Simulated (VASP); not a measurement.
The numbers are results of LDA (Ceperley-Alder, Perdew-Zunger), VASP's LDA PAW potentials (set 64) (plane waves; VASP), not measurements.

VASP input:

**POSCAR**
```
Pb
1
    0.0000000000     2.4400193425     2.4400193425
    2.4400193425    -0.0000000000     2.4400193425
    2.4400193425     2.4400193425    -0.0000000000
Pb
1
Direct
  0.0000000000   0.0000000000   0.0000000000
```

**KPOINTS**
```
Automatic mesh
0
Gamma
12 12 12
0 0 0
```

INCAR:
```
ALGO  =  Normal
LWAVE  =  .False.
NSW  =  60
LMAXMIX  =  4
SYSTEM  =  Pb
ISMEAR  =  1   # Methfessel-Paxton
SIGMA  =  0.1
LREAL  =  .False.   # projection in real space or not
ISIF  =  3
LCHARG  =  .False.
ENCUT  =  400   # plane-wave cut-off (eV)
EDIFFG  =  -0.01
IBRION  =  2   # conjugate gradients
PREC  =  Accurate
NELM  =  100
LASPH  =  .True.
EDIFF  =  1E-6
```

POTCAR, in this order: Pb_d (LDA.64 set). Program: vasp_std.

The resulting files:

**OSZICAR**
```
       N       E                     dE             d eps       ncg     rms          rms(c)
DAV:   1     0.956789952009E+02    0.95679E+02   -0.63119E+03  1604   0.125E+03
DAV:   2    -0.266181789164E-01   -0.95706E+02   -0.93645E+02  1620   0.303E+02
DAV:   3    -0.415956320353E+01   -0.41329E+01   -0.41190E+01  1862   0.762E+01
DAV:   4    -0.424867088200E+01   -0.89108E-01   -0.89078E-01  1911   0.120E+01
DAV:   5    -0.425261051764E+01   -0.39396E-02   -0.39393E-02  2050   0.221E+00    0.589E-01
DAV:   6    -0.423992510952E+01    0.12685E-01   -0.17795E-02  1938   0.263E+00    0.278E-01
DAV:   7    -0.423647338967E+01    0.34517E-02   -0.70124E-03  1875   0.152E+00    0.814E-02
DAV:   8    -0.423618621590E+01    0.28717E-03   -0.29898E-04  2173   0.362E-01    0.803E-03
DAV:   9    -0.423618516074E+01    0.10552E-05   -0.70956E-06  1902   0.508E-02    0.358E-03
DAV:  10    -0.423618527727E+01   -0.11653E-06   -0.23352E-07  1032   0.544E-03
   1 F= -.42361853E+01 E0= -.42356277E+01  d E =-.423619E+01
       N       E                     dE             d eps       ncg     rms          rms(c)
DAV:   1    -0.424412229803E+01   -0.79371E-02   -0.23256E-01  1851   0.110E+01    0.458E-01
DAV:   2    -0.423724971730E+01    0.68726E-02   -0.13763E-02  1839   0.261E+00    0.159E-01
DAV:   3    -0.423630769712E+01    0.94202E-03   -0.38126E-03  1998   0.132E+00    0.131E-02
DAV:   4    -0.423630677595E+01    0.92117E-06   -0.43185E-05  1656   0.744E-02    0.725E-03
DAV:   5    -0.423631014105E+01   -0.33651E-05   -0.24134E-05  1659   0.458E-02    0.389E-03
DAV:   6    -0.423630920969E+01    0.93135E-06   -0.19350E-06  1767   0.257E-02
   2 F= -.42363092E+01 E0= -.42357800E+01  d E =-.123932E-03
       N       E                     dE             d eps       ncg     rms          rms(c)
DAV:   1    -0.423658264969E+01   -0.27251E-03   -0.78768E-03  1851   0.201E+00    0.845E-02
DAV:   2    -0.423634830040E+01    0.23435E-03   -0.46909E-04  1833   0.485E-01    0.292E-02
DAV:   3    -0.423631654732E+01    0.31753E-04   -0.12805E-04  1990   0.243E-01    0.239E-03
DAV:   4    -0.423631652733E+01    0.19991E-07   -0.14317E-06  1545   0.133E-02
   3 F= -.42363165E+01 E0= -.42357810E+01  d E =-.131250E-03
```

OUTCAR:
```
------------------------ aborting loop because EDIFF is reached ----------------------------------------
  FORCE on cell =-STRESS in cart. coord.  units (eV):
  Direction    XX          YY          ZZ          XY          YZ          ZX
  --------------------------------------------------------------------------------------
  Total       -0.0092777     -0.0092777     -0.0092777     -0.0000000     -0.0000000      0.0000000
  in kB       -0.5088120     -0.5088120     -0.5088120     -0.0000000     -0.0000000      0.0000000
  external PRESSURE =      -0.5088120 kB  Pullay stress =       0.0000000 kB
  volume of cell :       29.21
      direct lattice vectors                 reciprocal lattice vectors
    -0.000000000  2.444487076  2.444487076    -0.204541887  0.204541887  0.204541887
     2.444487076  0.000000000  2.444487076     0.204541887 -0.204541887  0.204541887
     2.444487076  2.444487076 -0.000000000     0.204541887  0.204541887 -0.204541887
 POSITION                                       TOTAL-FORCE (eV/Angst)
 -----------------------------------------------------------------------------------
      0.00000      0.00000      0.00000         0.000000      0.000000      0.000000
 -----------------------------------------------------------------------------------
    total drift:                               -0.000000     -0.000000      0.000000
  FREE ENERGIE OF THE ION-ELECTRON SYSTEM (eV)
  ---------------------------------------------------
  free  energy   TOTEN  =        -4.2363165273 eV

  energy  without entropy=       -4.2347099890  energy(sigma->0) =       -4.23578101

 reached required accuracy - stopping structural energy minimisation
```
(Selected blocks of OUTCAR.)

### CONTCAR
```
Pb
   1.00000000000000
    -0.0000000000000000    2.4444870761901321    2.4444870761901321
     2.4444870761901321    0.0000000000000000    2.4444870761901321
     2.4444870761901321    2.4444870761901321   -0.0000000000000000
  Pb
     1
Direct
     0.0000000000000000    0.0000000000000000    0.0000000000000000
```

### OUTCAR
```
 val. band max:        7.4657061091   @ k =  -0.1667   0.2500   0.0833

 cond. band min:       7.4804539830   @ k =   0.3333   0.3333   0.0000


 Fermi energy:         7.4768918519

 k-point     1 :       0.0000    0.0000    0.0000
  band No.  band energies     occupation
      1      -9.5975      2.00000
      2      -9.5975      2.00000
      3      -9.5975      2.00000
      4      -9.4378      2.00000
      5      -9.4378      2.00000
      6      -4.5878      2.00000
      7      15.0817      0.00000
      8      15.0817      0.00000
      9      15.0817      0.00000
     10      17.2827      0.00000
     11      19.3821      0.00000

 k-point     2 :       0.0833    0.0000    0.0000
  band No.  band energies     occupation
      1      -9.5980      2.00000
      2      -9.5864      2.00000
      3      -9.5864      2.00000
      4      -9.4385      2.00000
      5      -9.4385      2.00000
      6      -4.4490      2.00000
      7      13.5284      0.00000
      8      14.9116      0.00000
      9      14.9116      0.00000
     10      17.0433      0.00000
     11      19.9491      0.00000

 k-point     3 :       0.1667    0.0000    0.0000
  band No.  band energies     occupation
      1      -9.6012      2.00000
      2      -9.5642      2.00000
      3      -9.5642      2.00000
      4      -9.4318      2.00000
      5      -9.4318      2.00000
      6      -4.0312      2.00000
      7      10.8735      0.00000
      8      14.4977      0.00000
      9      14.4977      0.00000
     10      16.7943      0.00000
     11      20.2532      0.00000

 k-point     4 :       0.2500    0.0000    0.0000
  band No.  band energies     occupation
      1      -9.6095      2.00000
      2      -9.5571      2.00000
      3      -9.5571      2.00000
      4      -9.3984      2.00000
      5      -9.3984      2.00000
      6      -3.3381      2.00000
      7       8.2443     -0.00000
      8      14.0074      0.00000
      9      14.0074      0.00000
...
```

Unless said otherwise, spin-orbit coupling is left out, though it shifts the bands of the heavy elements here.

The compound is Pb in the fcc structure. This run relaxes it. Symmetry was kept, so distortions that lower it aren't found. The start is the result of an earlier pass.
